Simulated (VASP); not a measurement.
Given:

```yaml
crystal:
  lattice:
    - [0.00000, 3.36206, 3.36206]
    - [3.36206, 0.00000, 3.36206]
    - [3.36206, 3.36206, 0.00000]
  atoms:
    - { symbol: Sr, position: [0.00000, 0.00000, 0.00000] }
    - { symbol: Te, position: [0.50000, 0.50000, 0.50000] }
```

Level of theory: PBE GGA, VASP's PBE PAW potentials (set 64) (plane waves; VASP 6.6.1). Run with 480 eV cut-off, 6×6×6 Γ-centred mesh, Gaussian smearing of 0.050 eV, potentials Sr_sv Te.

Unless said otherwise, spin-orbit coupling is left out, though it shifts the bands of the heavy elements here.

**Question.** What does the run give for the energy per atom (σ→0), band gap (on the k-mesh) with the smallest direct gap where there is one?

**Answer.** 
| Quantity | Result |
|---|---|
| band gap (on the k-mesh) | 1.77 eV |
| smallest direct gap (on the k-mesh) | 2.49 eV |
| energy per atom (σ→0) | -4.134 eV/atom |

Only differences to runs with the same potentials and settings are physical.

The compound is SrTe in the rock salt structure. It was relaxed first. The start is the result of an earlier pass.
